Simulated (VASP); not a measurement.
Data:

```
AuTl2
1.0
   -3.63000     3.63000     2.80000
    3.63000    -3.63000     2.80000
    3.63000     3.63000    -2.80000
Au Tl
2 4
Direct
  0.25000   0.25000   0.00000
  0.75000   0.75000   0.00000
  0.66000   0.16000   0.82000
  0.16000   0.34000   0.50000
  0.34000   0.84000   0.18000
  0.84000   0.66000   0.50000
```

The numbers are results of LDA (Ceperley-Alder, Perdew-Zunger), VASP's LDA PAW potentials (set 64) (plane waves; VASP), not measurements. Settings: 300 eV cut-off, 5×5×5 Γ-centred mesh, Gaussian smearing of 0.20 eV, potentials Au Tl_d.

At this cut-off the stress carries a Pulay error, which pulls relaxed volumes low.

Which forces act on the atoms, in eV/Å?

| atom | Fx | Fy | Fz |
|---|---|---|---|
| Au1 | 0.000 | 0.000 | 0.000 |
| Au2 | 0.000 | 0.000 | 0.000 |
| Tl3 | -0.132 | -0.132 | 0.000 |
| Tl4 | 0.132 | -0.132 | 0.000 |
| Tl5 | 0.132 | 0.132 | 0.000 |
| Tl6 | -0.132 | 0.132 | 0.000 |

Give the stress tensor in GPa (positive for a compressed cell).

```
-3.07   0.00   0.00
 0.00  -3.07   0.00
 0.00   0.00  -3.30
```
The pressure is its mean diagonal, -3.14 GPa.

The structure comes from a measured Tl2Au entry of the Crystallography Open Database, whose conditions weren't checked. The cell was not relaxed at this level.
